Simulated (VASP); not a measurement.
Method: PBE GGA, VASP's PBE PAW potentials (set 64) (plane waves; VASP 6.6.1).

The input files of a VASP run:

INCAR:
```
SYSTEM=SiC
LCHARG=.FALSE.
GGA=PE   # PBE
ISIF=3   # ions, shape and volume
PREC=Accurate
NELM=100
SIGMA=0.05
LASPH=.TRUE.
EDIFF=1E-7   # SCF stop (eV)
LREAL=.FALSE.   # projection in real space or not
POTIM=0.015   # step
NSW=1   # most ionic steps
ALGO=Normal   # blocked Davidson
NFREE=2
LWAVE=.FALSE.
IBRION=6
ISMEAR=0   # Gaussian
ENCUT=650
```

### POSCAR
```
SiC
3.091150
  0.5000000048  -0.8660253324   0.0000000000
  0.5000000048   0.8660253324   0.0000000000
  0.0000000000   0.0000000000   1.6420615361
Si C
2 2
direct
  0.6666670000   0.3333330000   0.4995769961
  0.3333330000   0.6666670000   0.9995769961
  0.6666670000   0.3333330000   0.8754230039
  0.3333330000   0.6666670000   0.3754230039
```

### KPOINTS
```
Automatic
0
gamma
  7 7 4
0 0 0
```

POTCAR, in this order: Si C (PBE.64 set). Program: vasp_std.

What will the output report for the number of irreducible k-points (NKPTS), number of bands (NBANDS), largest plane-wave count, number of space-group operations, FFT grid (NGX, NGY, NGZ)?

```
Property                                       Value
--------------------------------------  ------------
number of irreducible k-points (NKPTS)            24
number of bands (NBANDS)                          12
largest plane-wave count                        1602
number of space-group operations                  12
FFT grid (NGX, NGY, NGZ)                28 × 28 × 42
```

The compound is SiC in the wurtzite structure, the rare 2H polytype. It was relaxed first.
